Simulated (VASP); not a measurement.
Consider the following.

```yaml
crystal:
  lattice:
    - [0.00000, 3.03416, 3.03416]
    - [3.03416, 0.00000, 3.03416]
    - [3.03416, 3.03416, 0.00000]
  atoms:
    - { symbol: In, position: [0.00000, 0.00000, 0.00000] }
    - { symbol: P, position: [0.25000, 0.25000, 0.25000] }
```

These are optB88-vdW, VASP's PBE PAW potentials (set 64) (plane waves; VASP) values and carry that method's errors. Numerical set-up: 520 eV cut-off, 8×8×8 Γ-centred mesh, Gaussian smearing of 0.050 eV, potentials In_d P.

Unless said otherwise, spin-orbit coupling is left out, though it shifts the bands of the heavy elements here.

Predict the energy per atom (σ→0), pressure, band gap (on the k-mesh) with the smallest direct gap where there is one.

The band gap (on the k-mesh) is none (metal, semimetal or under 0.01 eV) and the energy per atom (σ→0) is -1.866 eV/atom. The pressure is -3.01 GPa.

The absolute energy has meaning only against runs of the same code, potentials and settings.

The compound is InP in the zinc blende structure. This cell is one point of a volume scan, at 1.06 of the reference volume.
